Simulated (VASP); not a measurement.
Given:

```
CELL_PARAMETERS angstrom
     -2.54368     2.54368     1.38786
      2.54368    -2.54368     1.38786
      2.54368     2.54368    -1.38786
ATOMIC_POSITIONS crystal
  Ag 0.75000 0.25000 0.50000
  Ag 0.00000 0.00000 0.00000
```

All values below come from PBEsol GGA, VASP's PBE PAW potentials (set 64) (plane waves; VASP 6.6.1). Settings: 400 eV cut-off, 13×13×13 Γ-centred mesh, first-order Methfessel-Paxton smearing of 0.10 eV, potentials Ag.

### Question
The ions, cell shape and volume are relaxed. What does this cell relax into?

### Answer

```
CELL_PARAMETERS angstrom
     -2.59182     2.59182     1.36006
      2.59182    -2.59182     1.36006
      2.59182     2.59182    -1.36006
ATOMIC_POSITIONS crystal
  Ag 0.75000 0.25000 0.50000
  Ag 0.00000 0.00000 0.00000
```
Space group I4_1/amd (141), at a tolerance of 0.03 Å.

### Question
How do energy and volume change from the first to the last step?

### Answer
The energy (σ→0) changes by -12.9 meV/atom and the volume by +1.7 %, in 8 ionic steps.

```json
[
 {"step": "1", "E(σ→0) (eV)": "-6.0175", "max force (eV/Å)": "0.000", "pressure (GPa)": "2.06", "volume (Å³)": "35.92"},
 {"step": "2", "E(σ→0) (eV)": "-6.0406", "max force (eV/Å)": "0.000", "pressure (GPa)": "-1.51", "volume (Å³)": "37.11"},
 {"step": "3", "E(σ→0) (eV)": "-6.0415", "max force (eV/Å)": "0.000", "pressure (GPa)": "-0.98", "volume (Å³)": "36.92"},
 {"step": "4", "E(σ→0) (eV)": "-6.0430", "max force (eV/Å)": "0.000", "pressure (GPa)": "0.31", "volume (Å³)": "36.45"},
 {"step": "5", "E(σ→0) (eV)": "-6.0433", "max force (eV/Å)": "0.000", "pressure (GPa)": "-0.16", "volume (Å³)": "36.58"},
 {"step": "6", "E(σ→0) (eV)": "-6.0433", "max force (eV/Å)": "0.000", "pressure (GPa)": "-0.04", "volume (Å³)": "36.56"},
 {"step": "7", "E(σ→0) (eV)": "-6.0433", "max force (eV/Å)": "0.000", "pressure (GPa)": "-0.03", "volume (Å³)": "36.57"},
 {"step": "8", "E(σ→0) (eV)": "-6.0433", "max force (eV/Å)": "0.000", "pressure (GPa)": "0.05", "volume (Å³)": "36.54"}
]
```

The structure was generated: Ag was put into the beta-Sn type (I4_1/amd), which need not be its known phase. This run relaxes it. Symmetry was kept, so distortions that lower it aren't found.
